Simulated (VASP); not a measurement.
A convergence study with VASP on Fe (space group Im-3m): a few settings are varied, all else stays as given below, so the limit is that of these other settings.

```xyz
1
Lattice="-1.4307 1.4307 1.4307 1.4307 -1.4307 1.4307 1.4307 1.4307 -1.4307" Properties=species:S:1:pos:R:3 pbc="T T T"
Fe     0.0000     0.0000     0.0000
```
Starting moments (μB, in the order of the record's atoms Fe): 2.5.

Computed with PBE GGA, VASP's PBE PAW potentials (set 64) (plane waves; VASP). The last row used: 300 eV cut-off, 16×16×16 Γ-centred mesh, Gaussian smearing of 0.10 eV, potentials Fe.

```json
[
 {"setting": "NBANDS = 4", "E (eV/atom)": "[?]", "pressure (GPa)": "[?]", "moment (μB)": "[?]", "irreducible k-points": "145"},
 {"setting": "NBANDS = 5", "E (eV/atom)": "[?]", "pressure (GPa)": "[?]", "moment (μB)": "[?]", "irreducible k-points": "145"},
 {"setting": "NBANDS = 6", "E (eV/atom)": "-8.2432", "pressure (GPa)": "-5.44", "moment (μB)": "2.264", "irreducible k-points": "145"},
 {"setting": "NBANDS = 7", "E (eV/atom)": "-8.2432", "pressure (GPa)": "-5.44", "moment (μB)": "2.264", "irreducible k-points": "145"},
 {"setting": "NBANDS = 8", "E (eV/atom)": "-8.2432", "pressure (GPa)": "-5.44", "moment (μB)": "2.264", "irreducible k-points": "145"},
 {"setting": "NBANDS = 10", "E (eV/atom)": "-8.2432", "pressure (GPa)": "-5.44", "moment (μB)": "2.264", "irreducible k-points": "145"},
 {"setting": "NBANDS = 14", "E (eV/atom)": "-8.2432", "pressure (GPa)": "-5.45", "moment (μB)": "2.264", "irreducible k-points": "145"},
 {"setting": "NBANDS = 20", "E (eV/atom)": "-8.2432", "pressure (GPa)": "-5.45", "moment (μB)": "2.264", "irreducible k-points": "145"},
 {"setting": "NBANDS = 36", "E (eV/atom)": "-8.2432", "pressure (GPa)": "-5.45", "moment (μB)": "2.264", "irreducible k-points": "145"}
]
```

**Question.** Some entries are withheld; supply them.

**Answer.** 
- NBANDS = 4, E (eV/atom): -7.5095
- NBANDS = 4, pressure (GPa): -20.00
- NBANDS = 4, moment (μB): 0.000
- NBANDS = 5, E (eV/atom): -8.0654
- NBANDS = 5, pressure (GPa): -8.19
- NBANDS = 5, moment (μB): 1.979

VASP warned of too few bands at NBANDS = 4; NBANDS = 5; NBANDS = 6.

Left out are rungs that failed or repeat a setting and relaxations that didn't move; long series are thinned to 24 rows.

The structure is a typed Fe crystal (space group no. 229). The cell was not relaxed at this level. VASP warned that the highest band is occupied, so more bands are needed.
